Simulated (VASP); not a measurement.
## NbC (relaxed from the wurtzite structure, space group P6_3/mmc): computed properties

Level of theory: PBEsol GGA, VASP's PBE PAW potentials (set 64) (plane waves; VASP).

- space group = P6_3/mmc (194)
- cell = a = 3.688 Å, b = 3.688 Å, c = 4.390 Å, α = 90.00°, β = 90.00°, γ = 120.00°
- volume per atom = 12.93 Å^3/atom
- band gap (over mesh and band path) = none (metal, semimetal or under 0.01 eV)
- density = 6.74 g/cm³

```cif
data_C2Nb2
_chemical_formula_sum 'Nb2 C2'
_space_group_name_H-M_alt 'P63/mmc'
_space_group_IT_number 194
_space_group_name_Hall '-P 6c 2c'
_cell_length_a 3.68830
_cell_length_b 3.68830
_cell_length_c 4.38956
_cell_angle_alpha 90.000
_cell_angle_beta 90.000
_cell_angle_gamma 120.000
loop_
_atom_site_label
_atom_site_type_symbol
_atom_site_symmetry_multiplicity
_atom_site_Wyckoff_symbol
_atom_site_fract_x
_atom_site_fract_y
_atom_site_fract_z
_atom_site_occupancy
Nb1 Nb 2 d 0.66667 0.33333 0.25000 1
C1 C 2 c 0.33333 0.66667 0.25000 1
```

The structure was generated: NbC was put into the wurtzite type (P6_3mc), which need not be its known phase. It was relaxed first, which changed the volume by -39 %. The relaxed cell has space group P6_3/mmc. Symmetry was kept, so distortions that lower it aren't found.
